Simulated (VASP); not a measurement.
Consider the following.

```xyz
2
Lattice="0.0000 3.2099 3.2099 3.2099 0.0000 3.2099 3.2099 3.2099 0.0000" Properties=species:S:1:pos:R:3 pbc="T T T"
Cd     0.0000     0.0000     0.0000
Te     1.6050     1.6050     1.6050
```

All values below come from HSE06 screened hybrid, VASP's PBE PAW potentials (set 64) (plane waves; VASP). Run with 520 eV cut-off, 6×6×6 Γ-centred mesh, Gaussian smearing of 0.050 eV, potentials Cd Te.

Give the stress tensor in GPa (positive for a compressed cell).

```
3.03  0.00  0.00
0.00  3.03  0.00
0.00  0.00  3.03
```
The pressure is its mean diagonal, 3.03 GPa.

The compound is CdTe in the zinc blende structure. This cell is one point of a volume scan, at 0.91 of the reference volume. The cell's shape comes from a PBE relaxation.
